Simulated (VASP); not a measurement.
# MnS: hyperfine terms and field gradients

Wanted: contact terms and field gradients at the nuclei of MnS. The start is a cell from a database of measured crystal structures.

Main program and level: VASP 6.6.1; PBE, DFT+U (Mn d 3 eV), spin-polarised from a ferromagnetic start; plane waves and PAW (Mn_pv, S), in the first sound run; inputs show where later runs differ.

Most raw output is cut from this account.

The database entry behind the starting cell differs from later determinations by our own check (an axis about 0.2 % short against later determinations), so it need not match the best structure at ambient conditions.

## Step 1: Set-up

Symmetry: Fm-3m, No. 225, cubic system. The conventional cell has a = 5.209 Å, b = 5.209 Å, c = 5.209 Å, α = 90.00°, β = 90.00°, γ = 90.00°. Nearest to Mn lie 6 S at 2.60 Å. Nearest to S lie 6 Mn at 2.60 Å. Farther neighbours and most contacts between anions are not listed.

## Step 2: Local probes at PBE

Field gradients probe the charge near the nuclei, so LASPH is on and the cutoff is at least 1.4 times the default of the data sets; this run is at PBE. LHYPERFINE adds the spin density at the nuclei, with NGYROMAG = 1 for all, so that values scale to any isotope.

INCAR

```
SYSTEM = MnS
PREC = Accurate
ENCUT = 400
EDIFF = 1E-07
NELM = 100
ISMEAR = -1
SIGMA = 0.05
LREAL = .FALSE.
ALGO = Normal
GGA = PE
NBANDS = 32
ISPIN = 2
MAGMOM = 4 4 0 0
LDAU = .TRUE.
LDAUTYPE = 2
LDAUL = 2 -1
LDAUU = 3 0
LDAUJ = 0 0
LDAUPRINT = 1
LASPH = .TRUE.
LMAXMIX = 4
LORBIT = 11
LWAVE = .FALSE.
LCHARG = .FALSE.
KPAR = 4
LEFG = .TRUE.
ICORELEVEL = 1
LHYPERFINE = .TRUE.
NGYROMAG = 1 1
```

POSCAR

```
MnS
1.0
    0.0000000000      5.2090000000      5.2090000000
    2.6045000000      0.0000000000      2.6045000000
    2.6045000000      2.6045000000      0.0000000000
Mn S
2 2
Direct
    0.0000000000      0.0000000000      0.0000000000
    0.5000000000      0.0000000000      0.0000000000
    0.2500000000      0.5000000000      0.5000000000
    0.7500000000      0.5000000000      0.5000000000
```

KPOINTS

```
Automatic mesh
0
Gamma
10 10 10
0 0 0
```

Potentials, in the order of the species: Mn_pv and S (PBE family, release 64).

On the command line:

```console
$ mpirun -np 4 vasp_std
```

It took 2.4 min on 4 MPI ranks of Intel Xeon Platinum 8488C (Sapphire Rapids), shared host; peak memory 1.4 GiB.

The magnetic state follows from one typed start and may not be the lowest. These are scalar-relativistic Kohn-Sham levels of the ground state, with no core hole, so they are not binding energies.

Numbers from this step:

```yaml
free_energy_toten: -26.36 eV
energy_at_zero_smearing: -26.36 eV
fermi_energy: 6.701 eV
pressure: 2.952 GPa
moment_of_the_cell_from_the_last_line_of_the_log: 9.996 μB
```

Spin moment in the PAW sphere by atom:

```tsv
atom	spin moment in the PAW sphere (μB)
Mn1	4.55
Mn2	4.55
S3	0.10
S4	0.10
```

For a gyromagnetic ratio of 1 MHz/T at every nucleus. The program has divided the terms by the spin of the whole cell, so they fall as a cell holds more magnetic ions. A_tot leaves out the core's term, which the program lists beside it. Hyperfine Fermi contact, by row:

```tsv
atom	A_tot (MHz)	core term A_1c (MHz)	contact term, their sum (MHz)
Mn1	8.994	-11.13	-2.136
Mn2	8.994	-11.13	-2.136
S3	4.121	-0.025	4.096
S4	4.121	-0.025	4.096
```

The two shallowest core shells; atoms whose shallowest level rounds to another's at 0.01 eV are left out. Core levels, by row:

```tsv
atom	shell	level below the valence-band top (eV)
Mn1	2p	623.7
Mn1	3s	79.58
S3	2s	205.4
S3	2p	150.1
```

Ordered as |Vzz| ≥ |Vxx| ≥ |Vyy|, the program's way. Electric field gradients, by row:

```tsv
atom	Vxx (V/Å²)	Vyy (V/Å²)	Vzz (V/Å²)	asymmetry
Mn1	-0.009	-0.003	0.012	-
Mn2	-0.009	-0.003	0.012	-
S3	0.019	0.017	-0.035	-
S4	0.019	0.017	-0.035	-
```

All gradients lie under 0.05 V/Å², numerical residues of zeros set by symmetry.

## Step 3: Local probes at r2SCAN

This step: r2SCAN, DFT+U (Mn d 3 eV), spin-polarised from a ferromagnetic start; plane waves and PAW (Mn_pv, S) (VASP 6.6.1).

Field gradients probe the charge near the nuclei, so LASPH is on and the cutoff is at least 1.4 times the default of the data sets; this run is at r2SCAN. LHYPERFINE adds the spin density at the nuclei, with NGYROMAG = 1 for all, so that values scale to any isotope.

Changes to INCAR since step 2:

```diff
@@ -9,3 +9,4 @@
 ALGO = Normal
-GGA = PE
+METAGGA = R2SCAN
+LASPH = .TRUE.
 NBANDS = 32
@@ -19,3 +20,2 @@
 LDAUPRINT = 1
-LASPH = .TRUE.
 LMAXMIX = 4
@@ -26,3 +26,2 @@
 LEFG = .TRUE.
-ICORELEVEL = 1
 LHYPERFINE = .TRUE.
```

POSCAR is that of step 2.

KPOINTS is that of step 2.

On the command line:

```console
$ mpirun -np 4 vasp_std
```

It took 6.3 min on 4 MPI ranks; peak memory 1.5 GiB; 25 min of CPU time.

The PAW data sets were made with PBE, which is usual practice but a small mismatch for other functionals.

Numbers from this step:

```
free energy (TOTEN)                               : -48.31 eV
Fermi energy                                      : 6.804 eV
pressure                                          : 2.941 GPa
moment of the cell, from the last line of the log : 10 μB
```

Spin moment in the PAW sphere by atom:

```tsv
atom	spin moment in the PAW sphere (μB)
Mn1	4.62
Mn2	4.62
S3	0.09
S4	0.09
```

For a gyromagnetic ratio of 1 MHz/T at every nucleus. The program has divided the terms by the spin of the whole cell, so they fall as a cell holds more magnetic ions. A_tot leaves out the core's term, which the program lists beside it. Hyperfine Fermi contact, by row:

```tsv
atom	A_tot (MHz)	core term A_1c (MHz)	contact term, their sum (MHz)
Mn1	9.27	-11.33	-2.057
Mn2	9.27	-11.33	-2.057
S3	4.253	-0.01	4.243
S4	4.253	-0.01	4.243
```

Ordered as |Vzz| ≥ |Vxx| ≥ |Vyy|, the program's way. Electric field gradients, by row:

```tsv
atom	Vxx (V/Å²)	Vyy (V/Å²)	Vzz (V/Å²)	asymmetry
Mn1	0.019	0.001	-0.02	-
Mn2	0.019	0.001	-0.02	-
S3	-0.003	-0.001	0.004	-
S4	-0.003	-0.001	0.004	-
```

All gradients lie under 0.05 V/Å², numerical residues of zeros set by symmetry.

## Step 4: Summary

This step: electric field gradients, PBE, r2SCAN; plane waves and PAW (VASP 6.6.1).

No new run; the numbers come from the runs before.

Cost is wall time times ranks on a shared host. EFG, by row:

```tsv
functional	Vzz Mn1 (V/Å²)	Vzz Mn2 (V/Å²)	Vzz S3 (V/Å²)	Vzz S4 (V/Å²)	cost (core minutes)
PBE	0.012	0.012	-0.035	-0.035	9.74
r2SCAN	-0.02	-0.02	0.004	0.004	25.01
```

## Step 5: Outcome

| Property | Result |
| --- | --- |
| PBE | largest \|Vzz\| 0.035 V/Å² |
| r2SCAN | largest \|Vzz\| 0.02 V/Å² |

In words: All field gradients vanish within 0.05 V/Å², as the symmetry of the sites asks; what the tables show is numerical. The Hubbard term of the inputs acts at every level. The largest contact term, with the core's share, for a gyromagnetic ratio of 1 MHz/T and divided by the spin of the whole cell: 4.10 MHz on S3 at PBE and 4.24 MHz on S3 at r2SCAN. At magnetic ions the core's share is large and depends on the functional. The values belong to the ordered state computed here. Kohn-Sham core levels are too shallow against measured binding energies; only differences between inequivalent sites of one element, where there are any, carry meaning. All of it rests on one ferromagnetic start, which may not be the order of the real compound, and on the typed U. Not tabulated here, as repeats of values shown or as unfit to read for their mesh, reference level or band range: hyperfine terms (local probes); gaps (local probes).

[Lines on the potential files, build, host, timing and source positions are cut from VASP's logs without a mark.]

[Logs are printed without paths, hosts, clocks, repeated set-up lines and the standing remarks that a program may print on its own settings, such as how far it seeks lower states.]

[Hosts, paths, dates, database ids (printed as entryN), source tags and the programs' standing remarks are cut or masked in the printed files.]
